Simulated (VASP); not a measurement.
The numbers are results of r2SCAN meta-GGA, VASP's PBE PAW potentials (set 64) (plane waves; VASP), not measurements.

The input files of a VASP run:

File KPOINTS:
```
kpoints
0
gamma
  6 6 6
```

### INCAR
```
! general
SYSTEM  = Na2S
PREC    = Accurate
ENCUT   = 480   ! plane-wave cut-off (eV)
LREAL   = .FALSE.   ! projection in real space or not
LASPH   = .TRUE.

! electronic loop
EDIFF   = 1E-7   ! SCF stop (eV)
NELM    = 100
ALGO    = Normal   ! blocked Davidson
LMIXTAU = .TRUE.

! smearing
ISMEAR  = 0   ! Gaussian
SIGMA   = 0.05   ! width (eV)

! functional
METAGGA = R2SCAN

! ions
IBRION  = 2
NSW     = 40
ISIF    = 3
EDIFFG  = -0.01   ! ionic stop
PSTRESS = 20   ! kbar

! output
LWAVE   = .FALSE.
LCHARG  = .FALSE.
```

POSCAR:
```
Na2S
1
    0.0000000000     3.2450859624     3.2450859624
    3.2450859624     0.0000000000     3.2450859624
    3.2450859624     3.2450859624    -0.0000000000
Na S
2 1
Direct
  0.2500000000   0.2500000000   0.2500000000
  0.7500000000   0.7500000000   0.7500000000
  0.0000000000   0.0000000000   0.0000000000
```

POTCAR, in this order: Na_pv S (PBE.64 set). Program: vasp_std.

Energy and stress use the plane-wave basis of the starting cell.

**Question.** Estimate the energy per atom (σ→0), volume per atom, band gap (on the k-mesh).

**Answer.** 
| Property | Result |
|---|---|
| energy per atom (σ→0) | -6.315 eV/atom |
| band gap (on the k-mesh) | 3.34 eV |
| volume per atom | 21.61 Å³/atom |

### OSZICAR
```
...
DAV:   7    -0.189445538011E+02    0.72539E-05   -0.27573E-05   448   0.550E-02    0.749E-03
DAV:   8    -0.189445445396E+02    0.92615E-05   -0.17805E-06   484   0.181E-02    0.831E-03
DAV:   9    -0.189445457034E+02   -0.11638E-05   -0.34513E-06   448   0.232E-02    0.115E-03
DAV:  10    -0.189445499844E+02   -0.42810E-05   -0.18290E-06   448   0.204E-02    0.114E-03
DAV:  11    -0.189445496474E+02    0.33697E-06   -0.51577E-08   452   0.291E-03    0.904E-04
DAV:  12    -0.189445507779E+02   -0.11305E-05   -0.71753E-08   272   0.318E-03    0.544E-04
DAV:  13    -0.189445507199E+02    0.57993E-07   -0.24256E-08   266   0.187E-03
   5 F= -.18135114E+02 E0= -.18135114E+02  d E =-.217588E-01
```

The compound is Na2S in the antifluorite structure. This run relaxes it under an external pressure of 2 GPa. Symmetry was kept, so distortions that lower it aren't found.
